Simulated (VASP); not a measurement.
```
AlN
1.0
    0.00000     2.17832     2.17832
    2.17832     0.00000     2.17832
    2.17832     2.17832     0.00000
Al N
1 1
Direct
  0.00000   0.00000   0.00000
  0.25000   0.25000   0.25000
```

Computed with HSE06 screened hybrid, VASP's PBE PAW potentials (set 64) (plane waves; VASP 6.6.1). Numerical set-up: 520 eV cut-off, 8×8×8 Γ-centred mesh, Gaussian smearing of 0.050 eV, potentials Al N.

Problem. Give the stress tensor in GPa (positive for a compressed cell).

Solution. 
```
1.11  0.00  0.00
0.00  1.11  0.00
0.00  0.00  1.11
```
The pressure is its mean diagonal, 1.11 GPa.

The compound is AlN in the zinc blende structure, a metastable form; wurtzite is the usual one. This cell is one point of a volume scan, at 0.97 of the reference volume. The cell's shape comes from a PBE relaxation.
